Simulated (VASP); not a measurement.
OSZICAR of a VASP run on MgZn₃S₄ (space group Pm):

### OSZICAR
```
       N       E                     dE             d eps       ncg     rms          rms(c)
DAV:   1     0.426390194987E+03    0.42639E+03   -0.24187E+04  2960   0.155E+03
DAV:   2     0.203078231532E+02   -0.40608E+03   -0.39212E+03  3123   0.364E+02
DAV:   3    -0.313514917800E+02   -0.51659E+02   -0.51220E+02  3405   0.132E+02
DAV:   4    -0.333149222834E+02   -0.19634E+01   -0.19588E+01  3588   0.265E+01
DAV:   5    -0.333495535062E+02   -0.34631E-01   -0.34620E-01  3691   0.363E+00    0.127E+01
DAV:   6    -0.315192319753E+02    0.18303E+01   -0.40678E+00  4480   0.554E+01    0.994E+00
DAV:   7    -0.316470591384E+02   -0.12783E+00   -0.56260E+00  3315   0.102E+01    0.466E+00
DAV:   8    -0.315848925553E+02    0.62167E-01   -0.45020E-01  3925   0.799E+00    0.203E+00
DAV:   9    -0.315848070192E+02    0.85536E-04   -0.64612E-02  3963   0.494E+00    0.436E-01
DAV:  10    -0.315854316455E+02   -0.62463E-03   -0.94097E-03  3509   0.199E+00    0.248E-01
DAV:  11    -0.315856856216E+02   -0.25398E-03   -0.15145E-03  4127   0.685E-01    0.138E-01
DAV:  12    -0.315858533731E+02   -0.16775E-03   -0.47916E-04  3283   0.171E-01    0.265E-02
DAV:  13    -0.315858545356E+02   -0.11625E-05   -0.29637E-05  4051   0.900E-02    0.193E-02
DAV:  14    -0.315858594365E+02   -0.49009E-05   -0.11777E-05  3691   0.651E-02    0.857E-03
DAV:  15    -0.315858606289E+02   -0.11924E-05   -0.51979E-06  3534   0.309E-02    0.506E-03
DAV:  16    -0.315858605232E+02    0.10573E-06   -0.88462E-07  3627   0.102E-02    0.346E-03
DAV:  17    -0.315858605375E+02   -0.14286E-07   -0.37547E-07  3048   0.603E-03
   1 F= -.31585861E+02 E0= -.31585861E+02  d E =0.000000E+00
```

Question: Which electronic solver shows in the log?

Answer: It is blocked Davidson (ALGO = Normal, or the opening steps of other solvers). The INCAR had ALGO = Normal.

Question: Can the final energy be trusted as converged?

Answer: The calculation finished and met its thresholds. It stopped with EDIFF = 1E-7, NELM = 100 (PBEsol GGA, plane waves, VASP's PBE PAW potentials (set 64)).

The structure comes from a computed database's MgZn3S4 entry (Pm); how it stands against other phases isn't given here. It was relaxed first.
